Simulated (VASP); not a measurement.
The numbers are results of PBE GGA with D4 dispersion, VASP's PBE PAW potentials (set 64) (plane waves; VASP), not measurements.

VASP input:

**POSCAR**
```
Ga
1
    2.2033519560    -3.7998546299     0.0000000000
    2.2033519560     3.7998546299    -0.0000000000
    0.0000000000     0.0000000000     4.5331321506
Ga
4
Direct
  0.1552484208   0.8447515792   0.9176516322
  0.3447515792   0.6552484208   0.4176516322
  0.6552484208   0.3447515792   0.5823483678
  0.8447515792   0.1552484208   0.0823483678
```

KPOINTS:
```
Automatic mesh
0
Gamma
9 9 8
0 0 0
```

INCAR:
```
# general
SYSTEM  = Ga
PREC    = Accurate
ENCUT   = 520
LREAL   = F
LASPH   = T

# electronic loop
EDIFF   = 1E-7
NELM    = 100
ALGO    = Normal
LMAXMIX = 4

# smearing
ISMEAR  = -5

# functional
GGA     = PE
IVDW    = 13

# ions
ISIF    = 2

# output
LWAVE   = F
LCHARG  = T
LORBIT  = 11
NEDOS   = 601

# other
LEFG    = T
```

POTCAR, in this order: Ga_d (PBE.64 set). Program: vasp_std.

The resulting files:

**OUTCAR**
```
 ion  position               nearest neighbor table
   1  0.155  0.845  0.918-   4 2.47   3 2.68   3 2.68   2 2.69   2 2.69   4 2.74   4 2.74
   2  0.345  0.655  0.418-   3 2.47   4 2.68   4 2.68   1 2.69   1 2.69   3 2.74   3 2.74
   3  0.655  0.345  0.582-   2 2.47   1 2.68   1 2.68   4 2.69   4 2.69   2 2.74   2 2.74
   4  0.845  0.155  0.082-   1 2.47   2 2.68   2 2.68   3 2.69   3 2.69   1 2.74   1 2.74
  LATTYP: Found a base centered orthorhombic cell.
 ALAT       =     4.4067039120
 B/A-ratio  =     1.7245790531
 C/A-ratio  =     1.0286899781
 Subroutine PRICEL returns:
 Original cell was already a primitive cell.
 Subroutine GETGRP returns: Found  8 space group operations
The static configuration has the point symmetry C_2h.
 The point group associated with its full space group is D_2h.
The dynamic configuration has the point symmetry C_2h.
 Subroutine INISYM returns: Found  8 space group operations
 Subroutine IBZKPT returns following result:
 Found    125 irreducible k-points:

 Following reciprocal coordinates:
            Coordinates               Weight
  0.000000  0.000000  0.000000      1.000000
  0.111111  0.000000  0.000000      4.000000
  0.222222  0.000000  0.000000      4.000000
  0.333333  0.000000  0.000000      4.000000
...
```

**OSZICAR**
```
       N       E                     dE             d eps       ncg     rms          rms(c)
DAV:   1     0.352395234436E+03    0.35240E+03   -0.26295E+04  7867   0.320E+03
DAV:   2     0.287958882445E+02   -0.32360E+03   -0.31866E+03  7946   0.563E+02
DAV:   3    -0.104866452994E+02   -0.39283E+02   -0.39039E+02  8765   0.154E+02
DAV:   4    -0.116328504087E+02   -0.11462E+01   -0.11415E+01  8820   0.301E+01
DAV:   5    -0.116569146969E+02   -0.24064E-01   -0.24050E-01  9266   0.441E+00    0.262E+00
DAV:   6    -0.115740089365E+02    0.82906E-01   -0.22315E-01  9302   0.686E+00    0.144E+00
DAV:   7    -0.115577444314E+02    0.16265E-01   -0.64080E-02 10943   0.294E+00    0.319E-01
DAV:   8    -0.115565427586E+02    0.12017E-02   -0.14909E-02  8464   0.145E+00    0.483E-02
DAV:   9    -0.115566726516E+02   -0.12989E-03   -0.11018E-03  8759   0.377E-01    0.267E-02
DAV:  10    -0.115566639763E+02    0.86754E-05   -0.23749E-04  8984   0.178E-01    0.571E-03
DAV:  11    -0.115566657032E+02   -0.17269E-05   -0.40744E-05  8944   0.808E-02    0.460E-03
DAV:  12    -0.115566624642E+02    0.32390E-05   -0.95905E-06  9269   0.364E-02    0.557E-04
DAV:  13    -0.115566620372E+02    0.42695E-06   -0.10441E-06 10199   0.857E-03    0.527E-04
DAV:  14    -0.115566614041E+02    0.63314E-06   -0.52257E-08  5121   0.190E-03    0.139E-04
DAV:  15    -0.115566615665E+02   -0.16242E-06   -0.13806E-08  4554   0.116E-03    0.751E-05
DAV:  16    -0.115566614521E+02    0.11436E-06   -0.46989E-09  4393   0.615E-04    0.225E-05
DAV:  17    -0.115566614404E+02    0.11709E-07   -0.20231E-09  4372   0.403E-04
   1 F= -.13479234E+02 E0= -.13479234E+02  d E =0.000000E+00
```

### OUTCAR
```
------------------------ aborting loop because EDIFF is reached ----------------------------------------
  Edisp (eV):   -1.92257
  FORCE on cell =-STRESS in cart. coord.  units (eV):
  Direction    XX          YY          ZZ          XY          YZ          ZX
  --------------------------------------------------------------------------------------
  Total       0.02423     0.18258    -0.06787     0.00000     0.00000     0.00000
  in kB       0.51134     3.85379    -1.43250     0.00000     0.00000     0.00000
  external pressure =        0.98 kB  Pullay stress =        0.00 kB
  volume of cell :       75.91
      direct lattice vectors                 reciprocal lattice vectors
     2.203351956 -3.799854630  0.000000000     0.226926978 -0.131583981  0.000000000
     2.203351956  3.799854630  0.000000000     0.226926978  0.131583981  0.000000000
     0.000000000  0.000000000  4.533132151     0.000000000  0.000000000  0.220598025
 POSITION                                       TOTAL-FORCE (eV/Angst)
 -----------------------------------------------------------------------------------
      2.20335      2.62001      4.15984         0.000000      0.007371     -0.003113
      2.20335      1.17984      1.89327         0.000000     -0.007371     -0.003113
      2.20335     -1.17984      2.63986         0.000000      0.007371      0.003113
      2.20335     -2.62001      0.37330         0.000000     -0.007371      0.003113
 -----------------------------------------------------------------------------------
    total drift:                                0.000000      0.000000     -0.000000
  FREE ENERGIE OF THE ION-ELECTRON SYSTEM (eV)
  ---------------------------------------------------
  free  energy   TOTEN  =       -13.4792342770 eV

  energy  without entropy=      -13.4792342770  energy(sigma->0) =      -13.47923428

 total charge

# of ion       s       p       d       tot
------------------------------------------
    1        0.949   0.741   9.961  11.650
    2        0.949   0.741   9.961  11.650
    3        0.949   0.741   9.961  11.650
    4        0.949   0.741   9.961  11.650
--------------------------------------------------
tot          3.796   2.963  39.843  46.601

 Electric field gradients after diagonalization (V/A^2)
 (convention: |V_zz| > |V_xx| > |V_yy|)
----------------------------------------------------------------------
 ion       V_xx      V_yy      V_zz     asymmetry (V_yy - V_xx)/ V_zz
----------------------------------------------------------------------
   1      21.583    18.949   -40.532       0.065
   2      21.583    18.949   -40.532       0.065
   3      21.583    18.949   -40.532       0.065
   4      21.583    18.949   -40.532       0.065
```
(Selected blocks of OUTCAR.)

For a metal the tetrahedron method with Blöchl corrections gives inexact stress and forces.

The compound is Ga in the alpha structure. It was relaxed first.
